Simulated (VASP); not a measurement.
An input for Quantum ESPRESSO's pw.x (written as the equivalent of a VASP run, and not itself run):

```
&CONTROL
  calculation = 'vc-relax'
  pseudo_dir = './pseudo'
  outdir = './out'
  tprnfor = .true.
  tstress = .true.
  nstep = 40
  forc_conv_thr = 0.00078
/
&SYSTEM
  ibrav = 0
  nat = 2
  ntyp = 2
  ecutwfc = 96
  occupations = 'smearing'
  smearing = 'methfessel-paxton'
  degauss = 0.00735
  input_dft = 'pbe'
/
&ELECTRONS
  conv_thr = 7.3e-08
  electron_maxstep = 100
/
&IONS
/
&CELL
/
ATOMIC_SPECIES
  Al 26.982 Al.upf
  Co 58.933 Co.upf
CELL_PARAMETERS angstrom
     2.8498343   -0.0000000    0.0000000
     0.0000000    2.8498343    0.0000000
    -0.0000000   -0.0000000    2.8498343
ATOMIC_POSITIONS crystal
  Al   0.5000000  0.5000000  0.5000000
  Co   0.0000000  0.0000000  0.0000000
K_POINTS automatic
  13 13 13 0 0 0
```

Write the VASP files for the same calculation (PBE).

Several could match; the one computed here: 
**KPOINTS**
```
kpoints
0
Gamma
 13 13 13
0 0 0
```

**INCAR**
```
# general
SYSTEM  = CoAl
PREC    = Accurate
ENCUT   = 500
LREAL   = .FALSE.
LASPH   = .TRUE.

# electronic loop
EDIFF   = 1E-6
NELM    = 100
ALGO    = Normal
LMAXMIX = 4

# smearing
ISMEAR  = 1
SIGMA   = 0.1

# functional
GGA     = PE

# ions
IBRION  = 2
NSW     = 40
ISIF    = 3
EDIFFG  = -0.02

# output
LWAVE   = .FALSE.
LCHARG  = .FALSE.
```

### POSCAR
```
CoAl
1.0
  2.8498343040   0.0000000000   0.0000000000
  0.0000000000   2.8498343040   0.0000000000
  0.0000000000   0.0000000000   2.8498343040
Al Co
1 1
Cartesian
  1.4249171520   1.4249171520   1.4249171520
  0.0000000000   0.0000000000   0.0000000000
```

POTCAR, in this order: Al Co (PBE.64 set). Program: vasp_std.

Limits of the translation: the potentials are each code's own (VASP's PAW set, PseudoDojo norm-conserving files in pw.x), so ENCUT and ecutwfc are chosen apart and not converted; conv_thr bounds pw.x's estimated SCF error, while EDIFF bounds the energy change between steps; forc_conv_thr acts on force components and is met together with etot_conv_thr.

The compound is CoAl in the CsCl type structure. This run relaxes it. Symmetry was kept, so distortions that lower it aren't found.
